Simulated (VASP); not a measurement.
Method: LDA (Ceperley-Alder, Perdew-Zunger), VASP's LDA PAW potentials (set 64) (plane waves; VASP 6.6.1).

The input files of a VASP run:

KPOINTS:
```
kpoints
0
G
 7 7 1
0 0 0
```

**INCAR**
```
# general
SYSTEM  = ZnS
PREC    = Accurate
ENCUT   = 300
LREAL   = Auto
LASPH   = T

# electronic loop
EDIFF   = 1E-6
NELM    = 100
ALGO    = Normal
LMAXMIX = 4

# smearing
ISMEAR  = 0
SIGMA   = 0.01

# ions
ISIF    = 2

# output
LWAVE   = F
LCHARG  = F
```

File POSCAR:
```
ZnS
1
    3.8074800000     0.0000000000     0.0000000000
   -1.9037400000     3.2973740000     0.0000000000
    0.0000000000     0.0000000000    43.5957300000
Zn S
14 14
Direct
  0.6666670000   0.3333330000   0.0715000000
  0.3333330000   0.6666670000   0.5715000000
  0.0000000000   0.0000000000   0.6429000000
  0.0000000000   0.0000000000   0.1429000000
  0.3333330000   0.6666670000   0.7857000000
  0.6666670000   0.3333330000   0.2857000000
  0.0000000000   0.0000000000   0.3572000000
  0.0000000000   0.0000000000   0.8572000000
  0.6666670000   0.3333330000   0.9286000000
  0.3333330000   0.6666670000   0.4286000000
  0.3333330000   0.6666670000   0.2143000000
  0.6666670000   0.3333330000   0.7143000000
  0.3333330000   0.6666670000   0.0000000000
  0.6666670000   0.3333330000   0.5000000000
  0.3333330000   0.6666670000   0.4820000000
  0.6666670000   0.3333330000   0.9820000000
  0.3333330000   0.6666670000   0.0536000000
  0.6666670000   0.3333330000   0.5536000000
  0.6666670000   0.3333330000   0.3393000000
  0.3333330000   0.6666670000   0.8393000000
  0.0000000000   0.0000000000   0.4107000000
  0.0000000000   0.0000000000   0.9107000000
  0.6666670000   0.3333330000   0.7678000000
  0.3333330000   0.6666670000   0.2678000000
  0.0000000000   0.0000000000   0.1964000000
  0.0000000000   0.0000000000   0.6964000000
  0.6666670000   0.3333330000   0.1250000000
  0.3333330000   0.6666670000   0.6250000000
```

POTCAR, in this order: Zn S (LDA.64 set). Program: vasp_std.

The resulting files:

### OSZICAR
```
       N       E                     dE             d eps       ncg     rms          rms(c)
DAV:   1     0.183458647298E+04    0.18346E+04   -0.80512E+04  2424   0.137E+03
DAV:   2     0.191885004594E+03   -0.16427E+04   -0.15706E+04  2416   0.369E+02
DAV:   3    -0.101051355925E+03   -0.29294E+03   -0.28504E+03  2655   0.146E+02
DAV:   4    -0.120072971413E+03   -0.19022E+02   -0.18873E+02  2753   0.387E+01
DAV:   5    -0.120497536503E+03   -0.42457E+00   -0.42352E+00  2784   0.587E+00    0.272E+01
DAV:   6    -0.114532181058E+03    0.59654E+01   -0.12391E+01  3448   0.421E+01    0.201E+01
DAV:   7    -0.115228027270E+03   -0.69585E+00   -0.21692E+01  2760   0.964E+00    0.591E+00
DAV:   8    -0.114608236717E+03    0.61979E+00   -0.18814E+00  2976   0.627E+00    0.238E+00
DAV:   9    -0.114545127734E+03    0.63109E-01   -0.67978E-01  3024   0.337E+00    0.724E-01
DAV:  10    -0.114545873737E+03   -0.74600E-03   -0.28535E-02  2952   0.161E+00    0.601E-01
DAV:  11    -0.114546181413E+03   -0.30768E-03   -0.33579E-03  2784   0.211E-01    0.565E-01
DAV:  12    -0.114547774632E+03   -0.15932E-02   -0.59335E-03  3344   0.561E-01    0.256E-01
DAV:  13    -0.114546507071E+03    0.12676E-02   -0.25324E-03  3120   0.391E-01    0.253E-01
DAV:  14    -0.114546347706E+03    0.15936E-03   -0.52540E-04  3344   0.108E-01    0.150E-01
DAV:  15    -0.114546351356E+03   -0.36501E-05   -0.59851E-05  2800   0.297E-02    0.135E-01
DAV:  16    -0.114546328747E+03    0.22609E-04   -0.46354E-06  2440   0.405E-02    0.119E-01
DAV:  17    -0.114546234286E+03    0.94461E-04   -0.16748E-04  3184   0.998E-02    0.528E-02
DAV:  18    -0.114546227707E+03    0.65796E-05   -0.50706E-05  2896   0.263E-02    0.301E-02
DAV:  19    -0.114546225280E+03    0.24265E-05   -0.13025E-06  1512   0.132E-02    0.269E-02
DAV:  20    -0.114546220494E+03    0.47860E-05   -0.16062E-05  3128   0.259E-02    0.105E-02
DAV:  21    -0.114546219729E+03    0.76526E-06   -0.39424E-06  2104   0.133E-02
   1 F= -.11454622E+03 E0= -.11454622E+03  d E =-.509930E-17
```

OUTCAR:
```
------------------------ aborting loop because EDIFF is reached ----------------------------------------
  FORCE on cell =-STRESS in cart. coord.  units (eV):
  Direction    XX          YY          ZZ          XY          YZ          ZX
  --------------------------------------------------------------------------------------
  Total      -13.4836629    -13.4836596    -13.7426186      0.0000000      0.0000000      0.0000000
  in kB      -39.4701407    -39.4701310    -40.2281706      0.0000000      0.0000000      0.0000000
  external PRESSURE =     -39.7228141 kB  Pullay stress =       0.0000000 kB
  volume of cell :      547.33
      direct lattice vectors                 reciprocal lattice vectors
     3.807480000  0.000000000  0.000000000     0.262640907  0.151635817  0.000000000
    -1.903740000  3.297374000  0.000000000     0.000000000  0.303271634  0.000000000
     0.000000000  0.000000000 43.595730000     0.000000000  0.000000000  0.022938026
  FREE ENERGIE OF THE ION-ELECTRON SYSTEM (eV)
  ---------------------------------------------------
  free  energy   TOTEN  =      -114.5462197289 eV

  energy  without entropy=     -114.5462197289  energy(sigma->0) =     -114.54621973
```
(Selected blocks of OUTCAR.)

At this cut-off the stress carries a Pulay error, which pulls relaxed volumes low.

The structure comes from a computed database's ZnS entry; how it stands against other phases isn't given here. The cell was not relaxed at this level. The run is one of a series of settings (GGA removed, POTCAR Zn S (LDA.64 set) against the base run), some of them coarse on purpose.
